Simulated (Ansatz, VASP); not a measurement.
# Cross-check of Ba (Barium) between VASP and Ansatz, part 2 of 2

One calculation is typed for both programs; each brings its own data sets and cutoff. How far apart do they land?

VASP 6.6.1 and Ansatz 0.2.0.

So far. Step 2 (VASP: band structure, LDA, spin-orbit coupling): The run ends at a pressure of -1.47 GPa.

## Step 5: Ansatz: single point, LDA, spin-orbit coupling

Level of this step: Ansatz beside VASP: Kohn-Sham DFT, plane waves, LDA, spin-orbit coupling (Ansatz).

A single point gives forces, pressure and levels at one fixed geometry, so differences don't come from the geometry; what else differs is listed under the comparison.

input.yaml

```yaml
crystal:
  lattice:
    - [-2.5125, 2.5125, 2.5125]
    - [2.5125, -2.5125, 2.5125]
    - [2.5125, 2.5125, -2.5125]
  atoms:
    - { symbol: Ba, position: [0.0, 0.0, 0.0] }
hamiltonian:
  xc: lda
  pseudopotentials: { kind: paw_fr }
magnetization:
  noncollinear: true
  spin_orbit: true
kpoints:
  mp_grid: { grid: [8, 8, 8] }
scf:
  occupations: { method: tetrahedron }
output:
  forces: true
  stress: true
```

Launch:

```
> ansatz run input.yaml --threads 2 --pin off --max-ram 4608MiB --backend cpu --events-out ev --progress --plain --runs-dir out
```

Numbers of over 12 decimals in the logs are rounded to 6 here.

Output:

```text
Warning: output.forces, output.stress, relax.cell or npt_langevin: where a Kohn–Sham band that disperses or a degenerate level is filled in part under the method tetrahedron, the forces or the stress that this run publishes need not agree with its energy (scf.occupations.method in the input reference, under Limitations); prefer a smearing scheme for the forces or the stress
[...]
k-point 0: bands = [... 6 lower, -7.6081, -7.6081, 2.7908, 2.7908, 7.2774, 7.2774, 7.2774, 7.2774, ... 4 higher]
  k-point 1: bands = [... 6 lower, -7.6197, -7.6197, 3.0772, 3.0772, 7.0744, 7.0744, 7.1459, 7.1459, ... 4 higher]
  k-point 2: bands = [... 6 lower, -7.6466, -7.6466, 3.7987, 3.7987, 6.6495, 6.6495, 6.6546, 6.6546, ... 4 higher]
  k-point 28: bands = [... 6 lower, -7.9641, -7.9641, 5.0339, 5.0339, 5.0339, 5.0339, 9.2216, 9.2216, ... 4 higher]
[key lines of the parts left out:]
SCF converged after 6 iterations
Magnetization: |M| = 0.0000 μB,  M = (+0.0000, +0.0000, +0.0000) μB
Free energy (F): -5784.127919 eV
Fermi energy:    5.499213 eV
P = ⅓ Tr σ = -1.3017 GPa (-13.017 kbar)
```

Run time: 2.2 s. Hardware: 2 threads of Arm Neoverse V2, shared host; peak memory 0.4 GiB.

The run ends at a pressure of -1.30 GPa.

## Step 6: VASP: single point, LDA, spin-orbit coupling

The same cell, functional (in two slightly different forms), mesh and smearing now go to VASP, with its own data sets and cutoff.

INCAR

```
SYSTEM = Ba
PREC = Accurate
ENCUT = 400
EDIFF = 1E-06
NELM = 100
ISMEAR = -5
SIGMA = 0.05
LREAL = .FALSE.
ALGO = Normal
GGA = CA
LNONCOLLINEAR = .TRUE.
MAGMOM = 0 0 0
NBANDS = 22
GGA_COMPAT = .FALSE.
LASPH = .TRUE.
LSORBIT = .TRUE.
LORBIT = 11
LWAVE = .FALSE.
LCHARG = .FALSE.
KPAR = 2
NEDOS = 2001
```

POSCAR

```
Ba
1.0
   -2.5125000000      2.5125000000      2.5125000000
    2.5125000000     -2.5125000000      2.5125000000
    2.5125000000      2.5125000000     -2.5125000000
Ba
1
Direct
    0.0000000000      0.0000000000      0.0000000000
```

KPOINTS

```
Automatic mesh
0
Gamma
8 8 8
0 0 0
```

PAW data sets: Ba_sv (LDA family, release 64).

Launch:

```
> mpirun -np 2 vasp_ncl
```

Output:

```text
[... set-up lines as in an earlier step ...]
 entering main loop
       N       E                     dE             d eps       ncg     rms          rms(c)
DAV:   1     0.543936899585E+02    0.54394E+02   -0.35012E+03  1276   0.610E+02
DAV:   2     0.155810568701E+01   -0.52836E+02   -0.51147E+02  1708   0.142E+02
DAV:   3    -0.225345036687E+01   -0.38116E+01   -0.37856E+01  1780   0.360E+01
DAV:   4    -0.242146425284E+01   -0.16801E+00   -0.16828E+00  1860   0.582E+00
[...]
DAV:  10    -0.241854399446E+01   -0.64551E-05   -0.11894E-06  1326   0.650E-03    0.184E-03
DAV:  11    -0.241854519556E+01   -0.12011E-05   -0.30723E-07   998   0.386E-03    0.902E-04
DAV:  12    -0.241854550084E+01   -0.30528E-06   -0.55827E-08   896   0.107E-03
   1 F= -.24185455E+01 E0= -.24185455E+01  d E =0.000000E+00  mag=     0.0000     0.0000    -0.0000
 -----------------------------------------------------------------------------
|                                                                             |
|           W    W    AA    RRRRR   N    N  II  N    N   GGGG   !!!           |
|           W    W   A  A   R    R  NN   N  II  NN   N  G    G  !!!           |
|           W    W  A    A  R    R  N N  N  II  N N  N  G       !!!           |
|           W WW W  AAAAAA  RRRRR   N  N N  II  N  N N  G  GGG   !            |
|           WW  WW  A    A  R   R   N   NN  II  N   NN  G    G                |
|           W    W  A    A  R    R  N    N  II  N    N   GGGG   !!!           |
|                                                                             |
|     Tetrahedron method does not include variations of the Fermi             |
|     occupations, so forces and stress will be inaccurate. We suggest        |
|     using a different smearing scheme ISMEAR = 1 or 2 for metals in         |
|     relaxations.                                                            |
|                                                                             |
 -----------------------------------------------------------------------------
```

From OUTCAR (step 6):

```text
  Total       -0.5094481     -0.5094481     -0.5094481     -0.0000000     -0.0000000     -0.0000000
  in kB      -12.8656688    -12.8656688    -12.8656688     -0.0000000     -0.0000000     -0.0000000
  external PRESSURE =     -12.8656688 kB  Pullay stress =       0.0000000 kB

 POSITION                                       TOTAL-FORCE (eV/Angst)
 -----------------------------------------------------------------------------------
      0.00000      0.00000      0.00000        -0.000000      0.000000      0.000000
 -----------------------------------------------------------------------------------
    total drift:                                0.000000      0.000000      0.000000

  FREE ENERGIE OF THE ION-ELECTRON SYSTEM (eV)
  ---------------------------------------------------
  free  energy   TOTEN  =        -2.4185455008 eV

  energy  without entropy=       -2.4185455008  energy(sigma->0) =       -2.41854550

 magnetization (x)
# of ion       s       p       d       tot
------------------------------------------
    1        0.000   0.000  -0.000   0.000

 magnetization (y)
# of ion       s       p       d       tot
------------------------------------------
    1       -0.000   0.000  -0.000  -0.000

 magnetization (z)
# of ion       s       p       d       tot
------------------------------------------
    1        0.000  -0.000   0.000   0.000

[... 1 part as in an earlier step ...]

[... 2 further parts left out ...]
[key lines of the parts left out:]
E-fermi :   1.3522
```

With tetrahedra the forces and stress of a metal are not exact derivatives of the energy.

## Step 7: Side by side

The two programs side by side:

```tsv
quantity	Ansatz	VASP	difference
pressure (GPa)	-1.30	-1.29	-0.02
```

## Step 8: Results

| Quantity | Value |
| --- | --- |
| r.m.s. difference of levels near the Fermi level (band structure, LDA, spin-orbit coupling) | 18 meV |
| difference in pressure (single point, LDA, spin-orbit coupling) | -0.015 GPa |

**Reading.** The r.m.s. difference of levels near the Fermi level is 18 meV (band structure, LDA, spin-orbit coupling), within the 80 meV picked in this series as the mark of a large difference. 1 further run of this series is not shown here. How closely two codes agree says nothing of how well the functional describes the real material.

[Lines on the potential files, build, host, timing and source positions are cut from VASP's logs without a mark.]

[Logs are printed without paths, hosts, clocks, repeated set-up lines and the standing remarks that a program may print on its own settings, such as how far it seeks lower states.]

[Hosts, paths, dates, database ids (printed as entryN), source tags and the programs' standing remarks are cut or masked in the printed files.]
